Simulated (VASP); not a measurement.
Input:

```yaml
crystal:
  lattice:
    - [1.59500, -2.76262, 0.00000]
    - [1.59500, 2.76262, 0.00000]
    - [0.00000, 0.00000, 5.19000]
  atoms:
    - { symbol: Ga, position: [0.66667, 0.33333, 0.50000] }
    - { symbol: Ga, position: [0.33333, 0.66667, 0.00000] }
    - { symbol: N, position: [0.66667, 0.33333, 0.87700] }
    - { symbol: N, position: [0.33333, 0.66667, 0.37700] }
```

Level of theory: LDA (Ceperley-Alder, Perdew-Zunger), VASP's LDA PAW potentials (set 64) (plane waves; VASP). Run with 400 eV cut-off, 10×10×5 Γ-centred mesh, Fermi-Dirac smearing of 0.050 eV, potentials Ga_d N.

At this cut-off the stress carries a Pulay error, which pulls relaxed volumes low.

Question: Give the stress tensor in GPa (positive for a compressed cell).

Answer: 
```
-9.12   0.00   0.00
 0.00  -9.12   0.00
 0.00   0.00  -8.65
```
The pressure is its mean diagonal, -8.96 GPa.

The structure is a typed GaN crystal (P6_3mc). The cell was not relaxed at this level.
